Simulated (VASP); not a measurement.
Given:

```
ZnCl2
1.0
    4.75777     0.00000     0.00000
    0.00000     5.80682     0.00000
    0.00000     0.00000     3.62501
Zn Cl
2 4
Direct
  0.00000   0.00000   0.00000
  0.50000   0.50000   0.50000
  0.20040   0.37870   0.00000
  0.70040   0.12130   0.50000
  0.29960   0.87870   0.50000
  0.79960   0.62130   0.00000
```

Level of theory: PBE GGA, VASP's PBE PAW potentials (set 64) (plane waves; VASP). Run with 300 eV cut-off, 4×3×5 Γ-centred mesh, Gaussian smearing of 0.10 eV, potentials Zn Cl.

Problem. Give the energies of bands 17 to 30 at the high-symmetry points, in eV from the valence-band maximum.

Solution. 
```
band      Γ      X      S      Y      Z      U      R      T
----  -----  -----  -----  -----  -----  -----  -----  -----
17    -5.21  -4.37  -4.82  -4.55  -5.50  -5.75  -5.67  -5.68
18    -4.78  -4.37  -4.82  -4.55  -5.50  -5.75  -5.67  -5.68
19    -4.62  -3.36  -3.22  -4.04  -4.52  -5.02  -4.08  -4.62
20    -4.25  -3.36  -3.22  -4.04  -4.52  -5.02  -4.08  -4.62
21    -3.17  -2.41  -3.15  -3.29  -3.39  -4.40  -2.80  -4.00
22    -1.87  -2.41  -3.15  -3.29  -3.39  -4.40  -2.80  -4.00
23    -1.82  -2.29  -2.70  -1.65  -3.14  -1.62  -2.54  -2.45
24    -1.60  -2.29  -2.70  -1.65  -3.14  -1.62  -2.54  -2.45
25    -0.59  -0.84  -0.32  -0.82  -0.65  -0.49  -0.90  -0.35
26     0.00  -0.84  -0.32  -0.82  -0.65  -0.49  -0.90  -0.35
27     2.09   2.99   3.40   3.69   3.25   4.34   3.39   3.06
28     3.44   2.99   3.40   3.69   3.25   4.34   3.39   3.06
29     4.75   4.87   4.63   5.68   7.16   6.46   5.81   5.62
30     5.85   4.87   4.63   5.68   7.16   6.46   5.81   5.62
```

The gap is direct, 2.09 eV, from the valence maximum at Γ to the conduction minimum at Γ.

The structure was generated: ZnCl2 was put into an ordered model structure, which need not be its known phase. The cell was not relaxed at this level.
